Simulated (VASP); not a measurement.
```xyz
4
Lattice="1.2141 -2.1028 0.0000 1.2141 2.1028 0.0000 0.0000 0.0000 8.7566" Properties=species:S:1:pos:R:3 pbc="T T T"
C      0.0000     0.0000     2.1892
C      0.0000     0.0000     6.5675
C      1.2141     0.7009     2.1892
C      1.2141    -0.7009     6.5675
```

These are RPBE GGA, VASP's PBE PAW potentials (set 64) (plane waves; VASP) values and carry that method's errors. Run with 520 eV cut-off, 10×10×3 Γ-centred mesh, Gaussian smearing of 0.050 eV, potentials C.

Without a dispersion term in the relaxation, distances and binding between the weakly bound layers, chains or molecules are unreliable, and so is what depends on them.

Problem. The ions and cell shape at fixed volume are relaxed. Give the cell that the relaxation ends in.

Solution. 
```xyz
4
Lattice="1.2383 -2.1447 0.0000 1.2383 2.1447 0.0000 0.0000 0.0000 8.4176" Properties=species:S:1:pos:R:3 pbc="T T T"
C      0.0000     0.0000     2.1044
C      0.0000     0.0000     6.3132
C      1.2383     0.7149     2.1044
C      1.2383    -0.7149     6.3132
```
Space group P6_3/mmc (194), at a tolerance of 0.03 Å.

Problem. How much energy does the relaxation gain?

Solution. The energy (σ→0) changes by -27.4 meV/atom, in 3 ionic steps.

```tsv
step	E(σ→0) (eV)	max force (eV/Å)	pressure (GPa)	volume (Å³)
1	-35.1753	0.000	13.81	44.71
2	-35.2820	0.000	-1.43	44.71
3	-35.2848	0.000	0.60	44.71
```

The compound is C in the graphite structure. This cell is one point of a volume scan, at 0.94 of the reference volume. Symmetry was kept, so distortions that lower it aren't found.
